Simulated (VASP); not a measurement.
# Pt2F (Fm-3m) in VASP: settings compared

The runs below take Pt2F through single point, with HSE(alpha, omega).

Program: VASP 6.6.1. These are calculated values, not measurements. Logs are shortened: lines on timing, memory, paths and dates and some standing lists are left out, and cuts for length are marked.

**1. Starting point**

Symmetry: Fm-3m, No. 225, cubic system. The conventional cell has a = 5.705 Å, b = 5.705 Å, c = 5.705 Å, α = 90.00°, β = 90.00°, γ = 90.00°. Pt (site symmetry -43m) has 4 F at 2.47 Å as nearest neighbours. F (site symmetry m-3m) is surrounded by 8 Pt at 2.47 Å.

The cell was built by a generator and needn't be a form met in nature.

**2. Single point, HSE(alpha, omega)**

POSCAR reads:

```
Pt2F
1.0
    0.0000000000      2.8524300000      2.8524300000
    2.8524300000      0.0000000000      2.8524300000
    2.8524300000      2.8524300000      0.0000000000
Pt F
2 1
Direct
    0.2500000000      0.2500000000      0.2500000000
    0.7500000000      0.7500000000      0.7500000000
    0.0000000000      0.0000000000      0.0000000000
```

INCAR.step1 reads:

```
  PREC = Accurate
  ENCUT = 520
  EDIFF = 1E-5
  ISMEAR = -1
  SIGMA = 0.05
  LREAL = F
  LASPH = T
  NELM = 60
  ALGO = Normal
  ISIF = 2
  LWAVE = T
  LCHARG = F
  NBANDS = 20
  GGA = PE
```

INCAR.step2 reads:

```
  PREC = Accurate
  ENCUT = 520
  EDIFF = 1E-7
  ISMEAR = -1
  SIGMA = 0.05
  LREAL = F
  LASPH = T
  NELM = 60
  ALGO = Normal
  ISIF = 2
  LWAVE = F
  LCHARG = F
  GGA = PE
  LHFCALC = T
  HFSCREEN = 0.2
  AEXX = 0.25
  PRECFOCK = Fast
  NBANDS = 20
  ISTART = 1
```

KPOINTS reads:

```
regular mesh
0
Gamma
  4 4 4
```

Potentials or basis: VASP PAW PBE potentials, release 64 (Pt, F).

Run with:

```console
cat potpaw_PBE.64/Pt/POTCAR potpaw_PBE.64/F/POTCAR > POTCAR
cp INCAR.step1 INCAR
mpirun -np 1 vasp_std > vasp.out
cp INCAR.step2 INCAR
mpirun -np 1 vasp_std > vasp.out
```

OUTCAR:

```text
PREC = Accurate
   ENCUT = 520
   EDIFF = 1E-7
   ISMEAR = -1
   LREAL = F
   LASPH = T
   NELM = 60
   ISIF = 2
   GGA = PE
   LHFCALC = T
   HFSCREEN = 0.2
   AEXX = 0.25
   PRECFOCK = Fast
   ISTART = 1

 ion  position               nearest neighbor table
   1  0.250  0.250  0.250-   3 2.47   3 2.47   3 2.47   3 2.47   2 2.85   2 2.85   2 2.85   2 2.85
                             2 2.85   2 2.85
   2  0.750  0.750  0.750-   3 2.47   3 2.47   3 2.47   3 2.47   1 2.85   1 2.85   1 2.85   1 2.85
                             1 2.85   1 2.85
   3  0.000  0.000  0.000-   2 2.47   2 2.47   2 2.47   1 2.47   2 2.47   1 2.47   1 2.47   1 2.47

  LATTYP: Found a face centered cubic cell.
 ALAT       =     5.7048600000

  Lattice vectors:

 A1 = (   0.0000000000,   2.8524300000,   2.8524300000)
 A2 = (   2.8524300000,   0.0000000000,   2.8524300000)
 A3 = (   2.8524300000,   2.8524300000,   0.0000000000)

Analysis of symmetry for initial positions (statically):
=====================================================================
 Subroutine PRICEL returns:
 Original cell was already a primitive cell.

 Routine SETGRP: Setting up the symmetry group for a
 face centered cubic supercell.

 Subroutine GETGRP returns: Found 48 space group operations
 (whereof 48 operations were pure point group operations)
 out of a pool of 48 trial point group operations.

The static configuration has the point symmetry O_h .

Analysis of symmetry for dynamics (positions and initial velocities):
=====================================================================
 Subroutine PRICEL returns:
 Original cell was already a primitive cell.

 Routine SETGRP: Setting up the symmetry group for a
 face centered cubic supercell.

 Subroutine GETGRP returns: Found 48 space group operations
 (whereof 48 operations were pure point group operations)
 out of a pool of 48 trial point group operations.

The dynamic configuration has the point symmetry O_h .

 Subroutine INISYM returns: Found 48 space group operations
 (whereof 48 operations are pure point group operations),
 and found     1 'primitive' translations

----------------------------------------------------------------------------------------

                                     Primitive cell

  volume of cell :      46.4168

  direct lattice vectors                    reciprocal lattice vectors
     0.000000000  2.852430000  2.852430000    -0.175289139  0.175289139  0.175289139
     2.852430000  0.000000000  2.852430000     0.175289139 -0.175289139  0.175289139
     2.852430000  2.852430000  0.000000000     0.175289139  0.175289139 -0.175289139

  length of vectors
     4.033945192  4.033945192  4.033945192     0.303609696  0.303609696  0.303609696

  position of ions in fractional coordinates (direct lattice)
     0.250000000  0.250000000  0.250000000
     0.750000000  0.750000000  0.750000000
     0.000000000  0.000000000  0.000000000

  ion indices of the primitive-cell ions
   primitive index   ion index
                 1           1
                 2           2
                 3           3

----------------------------------------------------------------------------------------

 KPOINTS: regular mesh

Automatic generation of k-mesh.
 Grid dimensions read from file:
 generate k-points for:    4    4    4

 Generating k-lattice:

  Cartesian coordinates                     Fractional coordinates (reciprocal lattice)
    -0.043822285  0.043822285  0.043822285     0.250000000  0.000000000  0.000000000
     0.043822285 -0.043822285  0.043822285     0.000000000  0.250000000  0.000000000
     0.043822285  0.043822285 -0.043822285     0.000000000  0.000000000  0.250000000

  Length of vectors
     0.075902424  0.075902424  0.075902424

  Shift w.r.t. Gamma in fractional coordinates (k-lattice)
     0.000000000  0.000000000  0.000000000

 Subroutine IBZKPT returns following result:
 ===========================================

 Found      8 irreducible k-points:

 Following reciprocal coordinates:
            Coordinates               Weight
  0.000000  0.000000  0.000000      1.000000
  0.250000  0.000000  0.000000      8.000000
  0.500000  0.000000  0.000000      4.000000
  0.250000  0.250000  0.000000      6.000000
  0.500000  0.250000  0.000000     24.000000
 -0.250000  0.250000  0.000000     12.000000
  0.500000  0.500000  0.000000      3.000000
 -0.250000  0.500000  0.250000      6.000000
   k-points           NKPTS =      8   k-points in BZ     NKDIM =     64   number of bands    NBANDS=     20
   number of dos      NEDOS =    301   number of ions     NIONS =      3
   total plane-waves  NPLWV =  27000
   dimension x,y,z NGX =    30 NGY =   30 NGZ =   30
   dimension x,y,z NGXF=    60 NGYF=   60 NGZF=   60
   ions per type =               2   1
   NGX,Y,Z   is equivalent  to a cutoff of  12.36, 12.36, 12.36 a.u.
   NGXF,Y,Z  is equivalent  to a cutoff of  24.73, 24.73, 24.73 a.u.
 SYSTEM =  unknown system
   PREC   = accura    normal or accurate (medium, high low for compatibility)
   ISTART =      1    job   : 0-new  1-cont  2-samecut
   ICHARG =      0    charge: 1-file 2-atom 10-const
   ISPIN  =      1    spin polarized calculation?
   LNONCOLLINEAR =      F non collinear calculations
   LSORBIT =      F    spin-orbit coupling
   LASPH  =      T    aspherical Exc in radial PAW
   ENCUT  =  520.0 eV  38.22 Ry    6.18 a.u.   7.50  7.50  7.50*2*pi/ulx,y,z
   NELM   =     60;   NELMIN=  2; NELMDL=  0     # of ELM steps
   EDIFF  = 0.1E-06   stopping-criterion for ELM
   LREAL  =      F    real-space projection
   EDIFFG = 0.1E-05   stopping-criterion for IOM
   NSW    =      0    number of steps for IOM
   IBRION =     -1    ionic relax: 0-MD 1-quasi-New 2-CG
   NFREE  =      0    steps in history (QN), initial steepest desc. (CG)
   ISIF   =      2    stress and relaxation
   ISYM   =      3    0-nonsym 1-usesym 2-fastsym
   POTIM  = 0.5000    time-step for ionic-motion
   TEBEG  =    0.0;   TEEND  =   0.0 temperature during run
   PSTRESS=    0.0 pullay stress
   NELECT =      27.0000    total number of electrons
   NUPDOWN=      -1.0000    fix difference up-down
   EMIN   =  10.00;   EMAX   =-10.00  energy-range for DOS
   EFERMI =   0.00;   METHOD = LEGACY
   ISMEAR =    -1;   SIGMA  =   0.05  broadening in eV -4-tet -1-fermi 0-gaus
   EFERMI_NEDOS =   21; number of points for ismear=-14 and -15
   IALGO  =     38    algorithm
   IMIX   =      1    mixing-type and parameters
     AMIX     =   0.40;   BMIX     =  1.00
     AMIX_MAG =   1.60;   BMIX_MAG =  1.00
  volume/ion in A,a.u.               =      15.47       104.41
  Fermi-wavevector in a.u.,A,eV,Ry     =   1.366588  2.582478 25.409752  1.867564
  Thomas-Fermi vector in A             =   2.492716
   LORBIT       =      0    0 simple, 1 ext, 2 COOP (PROOUT), +10 PAW based schemes
   GGA     = PE    functional components
   LHFCALC =     T    Hartree Fock is set to
   PRECFOCK=fast      Normal, Fast or Accurate (Low or Medium for compatibility)
   ENCUT4O =  -1.0   cutoff for four orbital integrals eV
   NKREDX  =     1    reduce k-point grid by
   NKREDY  =     1    reduce k-point grid by
   NKREDZ  =     1    reduce k-point grid by
   AEXX    =    0.2500 exact exchange contribution
   HFSCREEN=    0.2000 screening length (either q_TF or 0.3 A-1)
   HFSCREENC=   0.2000 screening length for correlation (either q_TF or 0.3 A-1)
   ENCUTFOCK=  -1.0 apply spherical cutoff to Coloumb kernel
   IVDW    =     0    specifies the selected vdW correction
   LEPSILON=     F    determine dielectric tensor
   LRPA    =     F    only Hartree local field effects (RPA)
 non-spin polarized calculation
  energy-cutoff  :      520.00
  volume of cell :       46.42
 maximum number of plane-waves:      1283
 NGX is ok and might be reduce to    30
  NGX = 18; NGY = 18; NGZ = 18

 number of electron      27.0000006 magnetization

 Free energy of the ion-electron system (eV)
  ---------------------------------------------------
  ext. energy  EPLUGINS =         0.00000000
  ---------------------------------------------------
  free energy    TOTEN  =       -14.51432756 eV

  energy without entropy =      -14.49402584  energy(sigma->0) =      -14.50417670

 E-fermi :   5.7937     XC(G=0):  -9.6447

 val. band max:        5.7213278173   @ k =  -0.2500   0.2500   0.0000
 cond. band min:       5.8744059815   @ k =  -0.2500   0.2500   0.0000
 fundamental gap:      0.1530781643
 Fermi energy:         5.7936731802

 k-point     1 :       0.0000    0.0000    0.0000
  band No.  band energies     occupation
      1     -20.3132      2.00000
      2      -1.7292      2.00000
      3      -1.7292      2.00000
      4      -1.7292      2.00000
      5       0.5509      2.00000
      6       1.1265      2.00000
[... 12 lines left out ...]
     19      19.0865      0.00000
     20      20.3019      0.00000

 k-point     2 :       0.2500    0.0000    0.0000
  band No.  band energies     occupation
      1     -20.2823      2.00000
      2      -1.8907      2.00000
      3      -1.5052      2.00000
      4      -1.5052      2.00000
      5       1.7121      2.00000
      6       1.7121      2.00000
[... 12 lines left out ...]
     19      18.4888      0.00000
     20      20.7241      0.00000

 k-point     3 :       0.5000    0.0000    0.0000
  band No.  band energies     occupation
      1     -20.2517      2.00000
      2      -1.6760      2.00000
      3      -1.2521      2.00000
      4      -1.2521      2.00000
      5       2.6346      2.00000
      6       2.9939      2.00000
[... 12 lines left out ...]
     19      17.8536      0.00000
     20      20.5809      0.00000

 k-point     4 :       0.2500    0.2500    0.0000
  band No.  band energies     occupation
      1     -20.2729      2.00000
      2      -2.2299      2.00000
      3      -1.2827      2.00000
      4      -1.2827      2.00000
      5       1.3562      2.00000
      6       1.6330      2.00000
[... 12 lines left out ...]
     19      16.1423      0.00000
     20      22.0163      0.00000

 k-point     5 :       0.5000    0.2500    0.0000
  band No.  band energies     occupation
      1     -20.2429      2.00000
      2      -1.9109      2.00000
      3      -1.1896      2.00000
      4      -1.0683      2.00000
      5       1.9100      2.00000
      6       2.0779      2.00000
[... 12 lines left out ...]
     19      16.9022      0.00000
     20      21.8910      0.00000

 k-point     6 :      -0.2500    0.2500    0.0000
  band No.  band energies     occupation
      1     -20.2527      2.00000
      2      -1.7018      2.00000
      3      -1.3392      2.00000
      4      -1.3040      2.00000
      5       1.9024      2.00000
      6       2.2166      2.00000
[... 12 lines left out ...]
     19      18.1462      0.00000
     20      20.7304      0.00000

 k-point     7 :       0.5000    0.5000    0.0000
  band No.  band energies     occupation
      1     -20.2337      2.00000
      2      -2.3032      2.00000
      3      -0.8792      2.00000
      4      -0.8791      2.00000
      5       1.3641      2.00000
      6       1.5983      2.00000
[... 12 lines left out ...]
     19      13.5237      0.00000
     20      21.2481      0.00000

 k-point     8 :      -0.2500    0.5000    0.2500
  band No.  band energies     occupation
      1     -20.2335      2.00000
      2      -1.5688      2.00000
      3      -1.5688      2.00000
      4      -0.9078      2.00000
      5       2.0738      2.00000
      6       2.0851      2.00000
[... 12 lines left out ...]
     19      19.8406      0.00000
     20      19.8406      0.00000

------------------------ aborting loop because EDIFF is reached ----------------------------------------

  FORCE on cell =-STRESS in cart. coord.  units (eV):
  Direction    XX          YY          ZZ          XY          YZ          ZX
  --------------------------------------------------------------------------------------
  -------------------------------------------------------------------------------------
  Total       -0.8676768     -0.8676768     -0.8676768      0.0000000      0.0000000      0.0000000
  in kB      -29.9497759    -29.9497759    -29.9497759      0.0000000      0.0000000      0.0000000
  external PRESSURE =     -29.9497759 kB  Pullay stress =       0.0000000 kB

 VOLUME and BASIS-vectors are now :
 -----------------------------------------------------------------------------
  energy-cutoff  :      520.00
  volume of cell :       46.42
      direct lattice vectors                 reciprocal lattice vectors
     0.000000000  2.852430000  2.852430000    -0.175289139  0.175289139  0.175289139
     2.852430000  0.000000000  2.852430000     0.175289139 -0.175289139  0.175289139
     2.852430000  2.852430000  0.000000000     0.175289139  0.175289139 -0.175289139

 POSITION                                       TOTAL-FORCE (eV/Angst)
 -----------------------------------------------------------------------------------
      1.42622      1.42622      1.42622        -0.000000     -0.000000     -0.000000
      4.27865      4.27865      4.27865         0.000000      0.000000     -0.000000
      0.00000      0.00000      0.00000         0.000000      0.000000      0.000000
 -----------------------------------------------------------------------------------
    total drift:                                0.000022      0.000022      0.000022

  FREE ENERGIE OF THE ION-ELECTRON SYSTEM (eV)
  ---------------------------------------------------
  free  energy   TOTEN  =       -14.5143275577 eV

  energy  without entropy=      -14.4940258368  energy(sigma->0) =      -14.50417670
```

Run time: 8.4 min. Hardware: 1 thread of Intel Xeon Platinum 8488C (Sapphire Rapids), shared host; peak memory 0.27 GiB.

What came out:

```yaml
Free_energy: -14.5143 eV
Pressure: -3.0 GPa
Band_gap_on_the_k_mesh: none (metal or under the smearing width)
```

Caveat: the k mesh is coarse (spacing up to 0.48 Å⁻¹), so the values aren't converged, least of all with exact exchange; the PAW data sets were made with another functional, which shifts forces and pressure a little; an odd number of electrons without spin polarisation forces a metal; a magnetic or distorted state may lie lower. The run has no spin-orbit coupling, so splittings on Pt are missing.

[end of part 1 of 2]
